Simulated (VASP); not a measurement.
Calculation: PBE GGA, VASP's PBE PAW potentials (set 64) (plane waves; VASP).

The input files of a VASP run:

### INCAR
```
SYSTEM = CdS
PREC = Accurate
ENCUT = 500
EDIFF = 1E-6
NELM = 100
ALGO = Normal
LREAL = .FALSE.
LASPH = .TRUE.
ISMEAR = 0
SIGMA = 0.05
GGA = PE
LMAXMIX = 4
LWAVE = .FALSE.
LCHARG = .FALSE.
IBRION = 2
ISIF = 3
NSW = 40
EDIFFG = -0.02
```

**KPOINTS**
```
Automatic mesh
0
Gamma
6 6 4
0 0 0
```

**POSCAR**
```
CdS
1.0
  2.1043013917  -3.6447567446   0.0000000000
  2.1043013917   3.6447567446   0.0000000000
  0.0000000000   0.0000000000   6.8396062971
Cd S
2 2
Cart
  2.1043013917  -1.2149213447   3.4198746375
  2.1043013917   1.2149213447   0.0000714889
  2.1043013917  -1.2149213447   5.9982632336
  2.1043013917   1.2149213447   2.5784600851
```

POTCAR, in this order: Cd S (PBE.64 set). Program: vasp_std.

What does the run give for the energy per atom (σ→0), band gap (on the k-mesh)?

| Property | Result |
|---|---|
| energy per atom (σ→0) | -3.074 eV/atom |
| band gap (on the k-mesh) | 1.10 eV |

### OSZICAR
```
...
DAV:   9    -0.122973959721E+02    0.21543E-02   -0.21586E-02  1158   0.184E+00    0.147E-01
DAV:  10    -0.122976528368E+02   -0.25686E-03   -0.15941E-03  1068   0.405E-01    0.113E-01
DAV:  11    -0.122977802508E+02   -0.12741E-03   -0.25059E-04  1092   0.116E-01    0.102E-01
DAV:  12    -0.122978158268E+02   -0.35576E-04   -0.21264E-04  1014   0.897E-02    0.186E-02
DAV:  13    -0.122978148730E+02    0.95384E-06   -0.15414E-05  1134   0.301E-02    0.608E-03
DAV:  14    -0.122978162730E+02   -0.14000E-05   -0.18031E-06   840   0.735E-03    0.877E-03
DAV:  15    -0.122978156326E+02    0.64039E-06   -0.11495E-06   744   0.780E-03
   1 F= -.12297816E+02 E0= -.12297816E+02  d E =-.122978E+02
```

The compound is CdS in the wurtzite structure. It was relaxed first, which changed the volume by +5 %.
